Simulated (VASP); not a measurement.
Method: r2SCAN meta-GGA, VASP's PBE PAW potentials (set 64) (plane waves; VASP 6.6.1).

Input for VASP

File KPOINTS:
```
Automatic mesh
0
Gamma
10 10 10
0 0 0
```

INCAR:
```
METAGGA = R2SCAN
IBRION = 2   # conjugate gradients
ISMEAR = 1   # Methfessel-Paxton
PREC = Accurate
ISIF = 3
NELM = 100   # most electronic steps
ENCUT = 480
LWAVE = .FALSE.
LCHARG = .FALSE.
ALGO = Normal   # blocked Davidson
SYSTEM = CoSi2
NSW = 40   # most ionic steps
LREAL = .FALSE.
LMIXTAU = .TRUE.
EDIFFG = -0.01
LMAXMIX = 4   # l cut-off of mixed one-centre charges
EDIFF = 1E-7   # SCF stop (eV)
PSTRESS = 200
LASPH = .TRUE.   # aspherical one-centre terms
SIGMA = 0.1   # width (eV)
```

POSCAR:
```
CoSi2
1
    0.0000000000     2.6558243431     2.6558243431
    2.6558243431     0.0000000000     2.6558243431
    2.6558243431     2.6558243431     0.0000000000
Co Si
1 2
Direct
  0.0000000000   0.0000000000   0.0000000000
  0.2500000000   0.2500000000   0.2500000000
  0.7500000000   0.7500000000   0.7500000000
```

POTCAR, in this order: Co Si (PBE.64 set). Program: vasp_std.

What VASP printed:

**OUTCAR**
```
 ion  position               nearest neighbor table
   1  0.000  0.000  0.000-   3 2.30   3 2.30   3 2.30   2 2.30   3 2.30   2 2.30   2 2.30   2 2.30
  LATTYP: Found a face centered cubic cell.
 ALAT       =     5.3116486862
 Subroutine PRICEL returns:
 Original cell was already a primitive cell.
 Subroutine GETGRP returns: Found 48 space group operations
The static configuration has the point symmetry O_h .
The dynamic configuration has the point symmetry O_h .
 Subroutine INISYM returns: Found 48 space group operations
 Subroutine IBZKPT returns following result:
 Found     47 irreducible k-points:

 Following reciprocal coordinates:
            Coordinates               Weight
  0.000000  0.000000  0.000000      1.000000
  0.100000  0.000000  0.000000      8.000000
  0.200000  0.000000  0.000000      8.000000
  0.300000  0.000000  0.000000      8.000000
  0.400000  0.000000  0.000000      8.000000
  0.500000  0.000000  0.000000      4.000000
  0.100000  0.100000  0.000000      6.000000
  0.200000  0.100000  0.000000     24.000000
  0.300000  0.100000  0.000000     24.000000
  0.400000  0.100000  0.000000     24.000000
  0.500000  0.100000  0.000000     24.000000
 -0.400000  0.100000  0.000000     24.000000
 -0.300000  0.100000  0.000000     24.000000
 -0.200000  0.100000  0.000000     24.000000
 -0.100000  0.100000  0.000000     12.000000
  0.200000  0.200000  0.000000      6.000000
  0.300000  0.200000  0.000000     24.000000
  0.400000  0.200000  0.000000     24.000000
  0.500000  0.200000  0.000000     24.000000
 -0.400000  0.200000  0.000000     24.000000
 -0.300000  0.200000  0.000000     24.000000
 -0.200000  0.200000  0.000000     12.000000
  0.300000  0.300000  0.000000      6.000000
  0.400000  0.300000  0.000000     24.000000
  0.500000  0.300000  0.000000     24.000000
 -0.400000  0.300000  0.000000     24.000000
 -0.300000  0.300000  0.000000     12.000000
  0.400000  0.400000  0.000000      6.000000
  0.500000  0.400000  0.000000     24.000000
 -0.400000  0.400000  0.000000     12.000000
  0.500000  0.500000  0.000000      3.000000
  0.300000  0.200000  0.100000     24.000000
  0.400000  0.200000  0.100000     48.000000
  0.500000  0.200000  0.100000     48.000000
 -0.400000  0.200000  0.100000     24.000000
  0.400000  0.300000  0.100000     24.000000
  0.500000  0.300000  0.100000     48.000000
 -0.400000  0.300000  0.100000     48.000000
 -0.300000  0.300000  0.100000     48.000000
 -0.200000  0.300000  0.100000     24.000000
   k-points           NKPTS =     47   k-points in BZ     NKDIM =     47   number of bands    NBANDS=     12
   number of dos      NEDOS =    301   number of ions     NIONS =      3
   total plane-waves  NPLWV =  21952
   dimension x,y,z NGX =    28 NGY =   28 NGZ =   28
   dimension x,y,z NGXF=    56 NGYF=   56 NGZF=   56
   ions per type =               1   2
   PREC   = accura    normal or accurate (medium, high low for compatibility)
   ISTART =      0    job   : 0-new  1-cont  2-samecut
   ICHARG =      2    charge: 1-file 2-atom 10-const
   ISPIN  =      1    spin polarized calculation?
   LNONCOLLINEAR =      F non collinear calculations
   LSORBIT =      F    spin-orbit coupling
   INIWAV =      1    electr: 0-lowe 1-rand  2-diag
   ENCUT  =  480.0 eV  35.28 Ry    5.94 a.u.   6.71  6.71  6.71*2*pi/ulx,y,z
   NELM   =    100;   NELMIN=  2; NELMDL= -5     # of ELM steps
   EDIFF  = 0.1E-06   stopping-criterion for ELM
   LREAL  =      F    real-space projection
   NLSPLINE    = F    spline interpolate recip. space projectors
   LMAXMIX     =    4 max onsite mixed and CHGCAR
   VOSKOWN=      0    Vosko Wilk Nusair interpolation
...
```

### OSZICAR
```
...
DAV:  19    -0.320112736588E+02   -0.80967E-06   -0.10082E-08   620   0.142E-03    0.828E-05
DAV:  20    -0.320112736452E+02    0.13571E-07   -0.23022E-09   616   0.554E-04
   1 F= -.27334488E+02 E0= -.27334445E+02  d E =-.273345E+02
       N       E                     dE             d eps       ncg     rms          rms(c)
DAV:   1    -0.389928108490E+02   -0.69815E+01   -0.10935E+02  1320   0.220E+02    0.320E+01
DAV:   2    -0.433769536590E+02   -0.43841E+01   -0.13936E+02  1208   0.273E+02    0.262E+01
DAV:   3    -0.304097556746E+02    0.12967E+02   -0.51395E+01  1348   0.193E+02    0.815E+00
DAV:   4    -0.305943514966E+02   -0.18460E+00   -0.32382E+00  1232   0.157E+01    0.501E+00
DAV:   5    -0.305110179251E+02    0.83334E-01   -0.10771E-01  1616   0.658E+00    0.304E+00
DAV:   6    -0.304855468388E+02    0.25471E-01   -0.58019E-02  1232   0.263E+00    0.575E-01
DAV:   7    -0.304879507182E+02   -0.24039E-02   -0.13666E-02  1372   0.232E+00    0.355E-01
DAV:   8    -0.304874379901E+02    0.51273E-03   -0.59320E-03  1292   0.131E+00    0.168E-01
DAV:   9    -0.304889070332E+02   -0.14690E-02   -0.27803E-03  1376   0.124E+00    0.117E-01
DAV:  10    -0.304887123086E+02    0.19472E-03   -0.23229E-04  1384   0.382E-01    0.386E-02
DAV:  11    -0.304887425110E+02   -0.30202E-04   -0.13389E-05  1652   0.577E-02    0.108E-02
DAV:  12    -0.304887488343E+02   -0.63233E-05   -0.29086E-06  1340   0.268E-02    0.828E-03
DAV:  13    -0.304887519381E+02   -0.31037E-05   -0.12844E-06  1372   0.256E-02    0.163E-03
DAV:  14    -0.304887488056E+02    0.31324E-05   -0.23451E-07   816   0.127E-02    0.739E-04
DAV:  15    -0.304887499931E+02   -0.11875E-05   -0.26013E-08   616   0.368E-03    0.243E-04
DAV:  16    -0.304887498524E+02    0.14072E-06   -0.45590E-09   608   0.809E-04    0.175E-04
DAV:  17    -0.304887498944E+02   -0.42040E-07   -0.72761E-10   588   0.417E-04
   2 F= -.26778640E+02 E0= -.26778914E+02  d E =0.555848E+00
       N       E                     dE             d eps       ncg     rms          rms(c)
DAV:   1    -0.355892309879E+02   -0.51005E+01   -0.51575E+01  1220   0.159E+02    0.166E+01
DAV:   2    -0.397458481026E+02   -0.41566E+01   -0.75038E+01  1624   0.224E+02    0.232E+01
DAV:   3    -0.319527758752E+02    0.77931E+01   -0.31674E+01  1412   0.114E+02    0.610E+00
DAV:   4    -0.319522787852E+02    0.49709E-03   -0.10159E+00  1232   0.121E+01    0.405E+00
DAV:   5    -0.318530299000E+02    0.99249E-01   -0.72267E-02  1728   0.479E+00    0.973E-01
DAV:   6    -0.318538366253E+02   -0.80673E-03   -0.10273E-02  1672   0.161E+00    0.507E-01
DAV:   7    -0.318530846906E+02    0.75193E-03   -0.89011E-04  1500   0.481E-01    0.186E-01
DAV:   8    -0.318536555240E+02   -0.57083E-03   -0.52145E-04  1156   0.292E-01    0.577E-02
DAV:   9    -0.318537340060E+02   -0.78482E-04   -0.67847E-05  1176   0.126E-01    0.189E-02
DAV:  10    -0.318537484271E+02   -0.14421E-04   -0.20533E-05  1428   0.839E-02    0.674E-03
DAV:  11    -0.318537394301E+02    0.89970E-05   -0.64233E-06  1236   0.515E-02    0.367E-03
DAV:  12    -0.318537380386E+02    0.13915E-05   -0.42628E-07  1244   0.971E-03    0.837E-04
DAV:  13    -0.318537365993E+02    0.14392E-05   -0.46172E-08   596   0.413E-03    0.803E-04
DAV:  14    -0.318537377504E+02   -0.11510E-05   -0.12779E-08   580   0.207E-03    0.110E-04
DAV:  15    -0.318537369483E+02    0.80211E-06   -0.79996E-09   572   0.115E-03    0.630E-05
DAV:  16    -0.318537372440E+02   -0.29569E-06   -0.96607E-10   576   0.475E-04    0.409E-05
DAV:  17    -0.318537371946E+02    0.49390E-07   -0.25884E-10   572   0.214E-04
   3 F= -.27529801E+02 E0= -.27529767E+02  d E =-.195313E+00
       N       E                     dE             d eps       ncg     rms          rms(c)
DAV:   1    -0.318421267152E+02    0.11611E-01   -0.22790E-02  1256   0.324E+00    0.401E-01
DAV:   2    -0.318451865355E+02   -0.30598E-02   -0.43352E-02  1444   0.491E+00    0.553E-01
DAV:   3    -0.318403800875E+02    0.48064E-02   -0.19502E-02  1424   0.335E+00    0.753E-02
DAV:   4    -0.318403381227E+02    0.41965E-04   -0.31931E-04  1192   0.172E-01    0.259E-02
DAV:   5    -0.318403338935E+02    0.42292E-05   -0.29146E-05  1524   0.122E-01    0.899E-03
DAV:   6    -0.318403293122E+02    0.45813E-05   -0.50076E-06  1284   0.423E-02    0.710E-03
DAV:   7    -0.318403339825E+02   -0.46703E-05   -0.33168E-06  1272   0.424E-02    0.139E-03
DAV:   8    -0.318403329699E+02    0.10126E-05   -0.17519E-07   800   0.523E-03    0.948E-04
DAV:   9    -0.318403333407E+02   -0.37079E-06   -0.36158E-08   588   0.372E-03    0.536E-04
DAV:  10    -0.318403333310E+02    0.96372E-08   -0.24866E-08   576   0.339E-03
   4 F= -.27530248E+02 E0= -.27530216E+02  d E =-.195760E+00
       N       E                     dE             d eps       ncg     rms          rms(c)
DAV:   1    -0.318336613142E+02    0.66720E-02   -0.60719E-03  1256   0.167E+00    0.207E-01
DAV:   2    -0.318344766180E+02   -0.81530E-03   -0.11560E-02  1452   0.254E+00    0.284E-01
DAV:   3    -0.318331995328E+02    0.12771E-02   -0.51763E-03  1428   0.172E+00    0.383E-02
DAV:   4    -0.318331888370E+02    0.10696E-04   -0.84242E-05  1184   0.842E-02    0.139E-02
DAV:   5    -0.318331877965E+02    0.10405E-05   -0.81113E-06  1520   0.651E-02    0.461E-03
DAV:   6    -0.318331858022E+02    0.19943E-05   -0.11639E-06  1292   0.192E-02    0.322E-03
DAV:   7    -0.318331877484E+02   -0.19462E-05   -0.76530E-07  1276   0.201E-02    0.771E-04
DAV:   8    -0.318331871785E+02    0.56983E-06   -0.43463E-08   584   0.336E-03    0.411E-04
DAV:   9    -0.318331874848E+02   -0.30625E-06   -0.11782E-08   576   0.176E-03    0.291E-04
DAV:  10    -0.318331873850E+02    0.99827E-07   -0.10872E-08   576   0.256E-03
   5 F= -.27530234E+02 E0= -.27530203E+02  d E =-.195745E+00
       N       E                     dE             d eps       ncg     rms          rms(c)
DAV:   1    -0.318461226814E+02   -0.12935E-01   -0.16287E-02  1256   0.274E+00    0.341E-01
DAV:   2    -0.318483835903E+02   -0.22609E-02   -0.31884E-02  1488   0.422E+00    0.471E-01
DAV:   3    -0.318448375992E+02    0.35460E-02   -0.14176E-02  1436   0.283E+00    0.608E-02
DAV:   4    -0.318448171262E+02    0.20473E-04   -0.24027E-04  1188   0.127E-01    0.262E-02
DAV:   5    -0.318448079426E+02    0.91836E-05   -0.26616E-05  1540   0.119E-01    0.747E-03
DAV:   6    -0.318448094107E+02   -0.14681E-05   -0.26831E-06  1224   0.224E-02    0.362E-03
DAV:   7    -0.318448084738E+02    0.93683E-06   -0.15906E-06  1364   0.273E-02    0.168E-03
DAV:   8    -0.318448093363E+02   -0.86250E-06   -0.18379E-07   800   0.101E-02    0.663E-04
DAV:   9    -0.318448087202E+02    0.61611E-06   -0.58153E-08   588   0.251E-03    0.558E-04
DAV:  10    -0.318448089366E+02   -0.21637E-06   -0.25098E-08   564   0.397E-03    0.131E-04
DAV:  11    -0.318448089191E+02    0.17452E-07   -0.32589E-09   564   0.713E-04
   6 F= -.27530170E+02 E0= -.27530137E+02  d E =0.632978E-04
       N       E                     dE             d eps       ncg     rms          rms(c)
DAV:   1    -0.318378310223E+02    0.69779E-02   -0.69004E-03  1256   0.178E+00    0.221E-01
DAV:   2    -0.318387614673E+02   -0.93045E-03   -0.13165E-02  1452   0.271E+00    0.304E-01
DAV:   3    -0.318373052479E+02    0.14562E-02   -0.58988E-03  1428   0.184E+00    0.409E-02
DAV:   4    -0.318372931529E+02    0.12095E-04   -0.96272E-05  1180   0.900E-02    0.148E-02
DAV:   5    -0.318372919009E+02    0.12520E-05   -0.92411E-06  1520   0.695E-02    0.492E-03
DAV:   6    -0.318372897854E+02    0.21155E-05   -0.13451E-06  1300   0.208E-02    0.348E-03
DAV:   7    -0.318372918528E+02   -0.20674E-05   -0.88467E-07  1272   0.216E-02    0.817E-04
DAV:   8    -0.318372912691E+02    0.58372E-06   -0.49558E-08   572   0.352E-03    0.441E-04
DAV:   9    -0.318372915768E+02   -0.30770E-06   -0.12990E-08   564   0.185E-03    0.308E-04
DAV:  10    -0.318372914800E+02    0.96818E-07   -0.12014E-08   564   0.268E-03
   7 F= -.27530262E+02 E0= -.27530231E+02  d E =-.288518E-04
```

OUTCAR:
```
------------------------ aborting loop because EDIFF is reached ----------------------------------------
  FORCE on cell =-STRESS in cart. coord.  units (eV):
  Direction    XX          YY          ZZ          XY          YZ          ZX
  --------------------------------------------------------------------------------------
  Total        4.3135899      4.3135899      4.3135899     -0.0000000     -0.0000000      0.0000000
  in kB      200.3046612    200.3046612    200.3046612     -0.0000000     -0.0000000      0.0000000
  external PRESSURE =       0.3046612 kB  Pullay stress =     200.0000000 kB
  volume of cell :       34.50
      direct lattice vectors                 reciprocal lattice vectors
    -0.000000000  2.583902539  2.583902539    -0.193505751  0.193505751  0.193505751
     2.583902539 -0.000000000  2.583902539     0.193505751 -0.193505751  0.193505751
     2.583902539  2.583902539 -0.000000000     0.193505751  0.193505751 -0.193505751
 POSITION                                       TOTAL-FORCE (eV/Angst)
 -----------------------------------------------------------------------------------
      0.00000      0.00000      0.00000         0.000000     -0.000000     -0.000000
      1.29195      1.29195      1.29195         0.000000      0.000000      0.000000
      3.87585      3.87585      3.87585        -0.000000     -0.000000     -0.000000
 -----------------------------------------------------------------------------------
    total drift:                               -0.000000     -0.000000      0.000000
  FREE ENERGIE OF THE ION-ELECTRON SYSTEM (eV)
  ---------------------------------------------------
  free  energy   TOTEN  =       -31.8372914800 eV

  energy  without entropy=      -31.8371962569  energy(sigma->0) =      -31.83725974
  enthalpy is  TOTEN    =       -27.5302624914 eV   P V=        4.3070289886

 reached required accuracy - stopping structural energy minimisation
```
(Selected blocks of OUTCAR.)

### CONTCAR
```
CoSi2
   1.00000000000000
    -0.0000000000000000    2.5839025386413543    2.5839025386413543
     2.5839025386413543   -0.0000000000000000    2.5839025386413543
     2.5839025386413543    2.5839025386413543   -0.0000000000000000
  Co              Si
     1     2
Direct
     0.0000000000000000    0.0000000000000000    0.0000000000000000
     0.2500000000000000    0.2500000000000000    0.2500000000000000
     0.7500000000000000    0.7500000000000000    0.7500000000000000
```

Energy and stress use the plane-wave basis of the starting cell.

The compound is CoSi2 in the fluorite structure. This run relaxes it under an external pressure of 20 GPa. Symmetry was kept, so distortions that lower it aren't found. The run is not spin-polarised, so no magnetic state was tried. The electron count is odd and the run is not spin-polarised, which forces a metal.
